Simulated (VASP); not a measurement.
Output of a VASP run:

OUTCAR:
```
 ion  position               nearest neighbor table
   1  0.000  0.000  0.000-   2 2.35   3 2.35   4 2.35   2 2.35   3 2.35   2 2.35   4 2.35   2 2.35
                             3 2.35   4 2.35   3 2.35   4 2.35
   2  0.000  0.500  0.500-   1 2.35   3 2.35   4 2.35   1 2.35   4 2.35   1 2.35   3 2.35   1 2.35
                             3 2.35   4 2.35   4 2.35   3 2.35
   3  0.500  0.000  0.500-   1 2.35   2 2.35   4 2.35   1 2.35   4 2.35   2 2.35   4 2.35   4 2.35
                             1 2.35   2 2.35   1 2.35   2 2.35
   4  0.500  0.500  0.000-   1 2.35   2 2.35   3 2.35   2 2.35   3 2.35   1 2.35   3 2.35   3 2.35
                             1 2.35   2 2.35   2 2.35   1 2.35
  LATTYP: Found a simple cubic cell.
 ALAT       =     3.3246132084
 Subroutine PRICEL returns:
 Original cell was already a primitive cell.
 Subroutine GETGRP returns: Found 48 space group operations
The static configuration has the point symmetry O_h .
The dynamic configuration has the point symmetry O_h .
 Subroutine INISYM returns: Found 48 space group operations
 Subroutine IBZKPT returns following result:
 Found     35 irreducible k-points:

 Following reciprocal coordinates:
            Coordinates               Weight
  0.000000  0.000000  0.000000      1.000000
  0.111111  0.000000  0.000000      6.000000
  0.222222  0.000000  0.000000      6.000000
  0.333333  0.000000  0.000000      6.000000
  0.444444  0.000000  0.000000      6.000000
  0.111111  0.111111  0.000000     12.000000
  0.222222  0.111111  0.000000     24.000000
  0.333333  0.111111  0.000000     24.000000
  0.444444  0.111111  0.000000     24.000000
  0.222222  0.222222  0.000000     12.000000
  0.333333  0.222222  0.000000     24.000000
  0.444444  0.222222  0.000000     24.000000
  0.333333  0.333333  0.000000     12.000000
  0.444444  0.333333  0.000000     24.000000
  0.444444  0.444444  0.000000     12.000000
  0.111111  0.111111  0.111111      8.000000
  0.222222  0.111111  0.111111     24.000000
  0.333333  0.111111  0.111111     24.000000
  0.444444  0.111111  0.111111     24.000000
  0.222222  0.222222  0.111111     24.000000
  0.333333  0.222222  0.111111     48.000000
  0.444444  0.222222  0.111111     48.000000
  0.333333  0.333333  0.111111     24.000000
  0.444444  0.333333  0.111111     48.000000
  0.444444  0.444444  0.111111     24.000000
  0.222222  0.222222  0.222222      8.000000
  0.333333  0.222222  0.222222     24.000000
  0.444444  0.222222  0.222222     24.000000
  0.333333  0.333333  0.222222     24.000000
  0.444444  0.333333  0.222222     48.000000
  0.444444  0.444444  0.222222     24.000000
  0.333333  0.333333  0.333333      8.000000
  0.444444  0.333333  0.333333     24.000000
  0.444444  0.444444  0.333333     24.000000
  0.444444  0.444444  0.444444      8.000000
   k-points           NKPTS =     35   k-points in BZ     NKDIM =     35   number of bands    NBANDS=     21
   number of dos      NEDOS =    301   number of ions     NIONS =      4
   total plane-waves  NPLWV =  13824
   dimension x,y,z NGX =    24 NGY =   24 NGZ =   24
   dimension x,y,z NGXF=    48 NGYF=   48 NGZF=   48
   ions per type =               1   3
   PREC   = accura    normal or accurate (medium, high low for compatibility)
   ISTART =      0    job   : 0-new  1-cont  2-samecut
   ICHARG =      2    charge: 1-file 2-atom 10-const
   ISPIN  =      1    spin polarized calculation?
   LNONCOLLINEAR =      F non collinear calculations
   LSORBIT =      F    spin-orbit coupling
   INIWAV =      1    electr: 0-lowe 1-rand  2-diag
   ENCUT  =  500.0 eV  36.75 Ry    6.06 a.u.   6.06  6.06  6.06*2*pi/ulx,y,z
   NELM   =    100;   NELMIN=  2; NELMDL= -5     # of ELM steps
   EDIFF  = 0.1E-05   stopping-criterion for ELM
   LREAL  =      F    real-space projection
   NLSPLINE    = F    spline interpolate recip. space projectors
   LMAXMIX     =    4 max onsite mixed and CHGCAR
   VOSKOWN=      0    Vosko Wilk Nusair interpolation
   EDIFFG = -.2E-01   stopping-criterion for IOM
   NSW    =     40    number of steps for IOM
   NBLOCK =      1;   KBLOCK =     40    inner block; outer block
...
```

OSZICAR:
```
...
       N       E                     dE             d eps       ncg     rms          rms(c)
DAV:   1    -0.321118412452E+02   -0.61504E+01   -0.61029E+01  1490   0.139E+02    0.188E+01
DAV:   2    -0.301109172851E+02    0.20009E+01   -0.50422E+01  1661   0.124E+02    0.108E+01
DAV:   3    -0.274542807447E+02    0.26566E+01   -0.10923E+01  1652   0.610E+01    0.436E+00
DAV:   4    -0.273821406655E+02    0.72140E-01   -0.45246E-01  1513   0.583E+00    0.260E+00
DAV:   5    -0.273337890300E+02    0.48352E-01   -0.52286E-02  2063   0.369E+00    0.664E-01
DAV:   6    -0.273307452744E+02    0.30438E-02   -0.97945E-03  1599   0.118E+00    0.111E-01
DAV:   7    -0.273308722086E+02   -0.12693E-03   -0.56145E-04  2269   0.221E-01    0.591E-02
DAV:   8    -0.273308767507E+02   -0.45421E-05   -0.16115E-05  1606   0.334E-02    0.132E-02
DAV:   9    -0.273308769258E+02   -0.17504E-06   -0.50482E-06  1485   0.229E-02
   3 F= -.17361873E+02 E0= -.17362171E+02  d E =-.638607E-01
       N       E                     dE             d eps       ncg     rms          rms(c)
DAV:   1    -0.273238158277E+02    0.70609E-02   -0.37947E-03  1515   0.105E+00    0.152E-01
DAV:   2    -0.273236903156E+02    0.12551E-03   -0.28616E-03  1666   0.986E-01    0.842E-02
DAV:   3    -0.273235349912E+02    0.15532E-03   -0.65596E-04  1643   0.481E-01    0.259E-02
DAV:   4    -0.273235257886E+02    0.92026E-05   -0.25138E-05  1552   0.407E-02    0.545E-03
DAV:   5    -0.273235252730E+02    0.51560E-06   -0.11948E-06  1154   0.142E-02
   4 F= -.17361951E+02 E0= -.17362249E+02  d E =-.639388E-01
       N       E                     dE             d eps       ncg     rms          rms(c)
DAV:   1    -0.278720072588E+02   -0.54848E+00   -0.14302E+01  1505   0.633E+01    0.968E+00
DAV:   2    -0.272863417932E+02    0.58567E+00   -0.10184E+01  1646   0.596E+01    0.475E+00
DAV:   3    -0.267997895385E+02    0.48655E+00   -0.22260E+00  1625   0.282E+01    0.159E+00
DAV:   4    -0.267619137929E+02    0.37876E-01   -0.77241E-02  1790   0.296E+00    0.410E-01
DAV:   5    -0.267600206498E+02    0.18931E-02   -0.34181E-03  1978   0.718E-01    0.198E-01
DAV:   6    -0.267597870224E+02    0.23363E-03   -0.90188E-04  1821   0.301E-01    0.463E-02
DAV:   7    -0.267597881535E+02   -0.11311E-05   -0.97459E-05  1589   0.114E-01    0.233E-02
DAV:   8    -0.267597888018E+02   -0.64834E-06   -0.11057E-05  1734   0.236E-02    0.913E-03
DAV:   9    -0.267597885154E+02    0.28647E-06   -0.11934E-06   886   0.165E-02
   5 F= -.17252181E+02 E0= -.17252505E+02  d E =0.458313E-01
       N       E                     dE             d eps       ncg     rms          rms(c)
DAV:   1    -0.284530280370E+02   -0.16932E+01   -0.14209E+01  1495   0.655E+01    0.953E+00
DAV:   2    -0.280832813561E+02    0.36975E+00   -0.13122E+01  1667   0.635E+01    0.580E+00
DAV:   3    -0.273454409278E+02    0.73784E+00   -0.29052E+00  1652   0.319E+01    0.178E+00
DAV:   4    -0.273224633999E+02    0.22978E-01   -0.12797E-01  1610   0.298E+00    0.808E-01
DAV:   5    -0.273158292910E+02    0.66341E-02   -0.20558E-02  1800   0.251E+00    0.193E-01
DAV:   6    -0.273155929086E+02    0.23638E-03   -0.21249E-03  1515   0.553E-01    0.522E-02
DAV:   7    -0.273156172834E+02   -0.24375E-04   -0.92421E-05  2224   0.850E-02    0.371E-02
DAV:   8    -0.273156204059E+02   -0.31225E-05   -0.48050E-06  1574   0.187E-02    0.925E-03
DAV:   9    -0.273156207611E+02   -0.35526E-06   -0.17944E-06  1172   0.155E-02
   6 F= -.17361973E+02 E0= -.17362272E+02  d E =-.639607E-01
```

File OUTCAR:
```
------------------------ aborting loop because EDIFF is reached ----------------------------------------
  FORCE on cell =-STRESS in cart. coord.  units (eV):
  Direction    XX          YY          ZZ          XY          YZ          ZX
  --------------------------------------------------------------------------------------
  Total        9.9810616      9.9810616      9.9810616      0.0000000     -0.0000000     -0.0000000
  in kB      451.2393554    451.2393554    451.2393554      0.0000000     -0.0000000     -0.0000000
  external PRESSURE =       1.2393554 kB  Pullay stress =     450.0000000 kB
  volume of cell :       35.44
      direct lattice vectors                 reciprocal lattice vectors
     3.284682904 -0.000000000  0.000000000     0.304443390 -0.000000000 -0.000000000
     0.000000000  3.284682904  0.000000000     0.000000000  0.304443390  0.000000000
     0.000000000 -0.000000000  3.284682904    -0.000000000 -0.000000000  0.304443390
 POSITION                                       TOTAL-FORCE (eV/Angst)
 -----------------------------------------------------------------------------------
      0.00000      0.00000      0.00000         0.000000      0.000000      0.000000
      0.00000      1.64234      1.64234        -0.000000     -0.000000      0.000000
      1.64234     -0.00000      1.64234         0.000000     -0.000000      0.000000
      1.64234      1.64234      0.00000         0.000000      0.000000      0.000000
 -----------------------------------------------------------------------------------
    total drift:                                0.000000     -0.000000     -0.000000
  FREE ENERGIE OF THE ION-ELECTRON SYSTEM (eV)
  ---------------------------------------------------
  free  energy   TOTEN  =       -27.3156207611 eV

  energy  without entropy=      -27.3165180257  energy(sigma->0) =      -27.31591985
  enthalpy is  TOTEN    =       -17.3619726839 eV   P V=        9.9536480772

 reached required accuracy - stopping structural energy minimisation
```
(Selected blocks of OUTCAR.)

POSCAR:
```
Ni3Si
1
    3.3246132084     0.0000000000     0.0000000000
    0.0000000000     3.3246132084     0.0000000000
    0.0000000000     0.0000000000     3.3246132084
Si Ni
1 3
Direct
  0.0000000000   0.0000000000   0.0000000000
  0.0000000000   0.5000000000   0.5000000000
  0.5000000000   0.0000000000   0.5000000000
  0.5000000000   0.5000000000   0.0000000000
```

Task: Write an INCAR and KPOINTS that could have produced this output.

Result: This is not unique; one that fits is the input of the run itself, LDA (Ceperley-Alder, Perdew-Zunger), plane waves, VASP's LDA PAW potentials (set 64).

### KPOINTS
```
kpoints
0
gamma
 9 9 9
0 0 0
```

### INCAR
```
EDIFF = 1E-6   # SCF stop (eV)
PREC = Accurate
SIGMA = 0.1   # width (eV)
EDIFFG = -0.02   # ionic stop
SYSTEM = Ni3Si
NELM = 100   # most electronic steps
ALGO = Normal   # blocked Davidson
LREAL = .False.   # projection in real space or not
ENCUT = 500
IBRION = 2
ISMEAR = 1
PSTRESS = 450   # kbar
LASPH = .True.   # aspherical one-centre terms
ISIF = 3   # ions, shape and volume
NSW = 40   # most ionic steps
LWAVE = .False.
LCHARG = .False.
LMAXMIX = 4
```

POTCAR, in this order: Si Ni (LDA.64 set). Program: vasp_std.

Energy and stress use the plane-wave basis of the starting cell.

The compound is Ni3Si in the L1_2 structure. This run relaxes it under an external pressure of 45 GPa. Symmetry was kept, so distortions that lower it aren't found. The run is not spin-polarised, so no magnetic state was tried.
